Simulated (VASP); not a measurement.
VASP runs on CdF₂ (fluorite) share one base input (PBE GGA, plane waves, VASP's PBE PAW potentials (set 64)) and change the settings named in each case.

POSCAR:
```
CdF2
1
    0.0000000000     2.7489000000     2.7489000000
    2.7489000000     0.0000000000     2.7489000000
    2.7489000000     2.7489000000     0.0000000000
Cd F
1 2
Direct
  0.0000000000   0.0000000000   0.0000000000
  0.2500000000   0.2500000000   0.2500000000
  0.7500000000   0.7500000000   0.7500000000
```

**KPOINTS**
```
Automatic mesh
0
G
6 6 6
0 0 0
```

### INCAR
```
! general
SYSTEM  = CdF2
PREC    = Accurate
ENCUT   = 520   ! plane-wave cut-off (eV)
LREAL   = .FALSE.   ! projection in real space or not
LASPH   = .TRUE.   ! aspherical one-centre terms

! electronic loop
EDIFF   = 1E-6   ! SCF stop (eV)
NELM    = 100   ! most electronic steps
ALGO    = Normal
LMAXMIX = 4   ! l cut-off of mixed one-centre charges

! smearing
ISMEAR  = 0   ! Gaussian
SIGMA   = 0.05   ! width (eV)

! functional
GGA     = PE   ! PBE

! ions
ISIF    = 2

! output
LWAVE   = .FALSE.
LCHARG  = .FALSE.
```

POTCAR, in this order: Cd F (PBE.64 set). Program: vasp_std.

```csv
change,E(σ→0) (eV/atom),pressure (GPa),gap on the mesh (eV)
base run,-3.6354,-0.31,2.87
GGA = RP,-3.3373,4.12,3.07
IVDW = 11,-3.7841,-1.77,2.87
IVDW = 13,-3.8019,-2.13,2.87
IVDW = 12,-3.7928,-2.16,2.87
"GGA removed, LMIXTAU = .TRUE., METAGGA = R2SCAN",-11.2297,___,___
GGA = 91,-3.6810,___,___
```

**Question.** Complete the blanks.

**Answer.** 
- GGA removed, LMIXTAU = .TRUE., METAGGA = R2SCAN, pressure (GPa): -5.23
- GGA removed, LMIXTAU = .TRUE., METAGGA = R2SCAN, gap on the mesh (eV): 3.55
- GGA = 91, pressure (GPa): -0.87
- GGA = 91, gap on the mesh (eV): 2.90

Energies of different potentials or functionals have different zeros.

Left out are runs that ran out of time, are held back, or changed the cell or the kind of run, fixed moments of cells without a moment, rows past the twelfth, gaps on odd meshes, pressures of charged cells and columns that move by less than the noise.

The compound is CdF2 in the fluorite structure. The cell was not relaxed at this level.
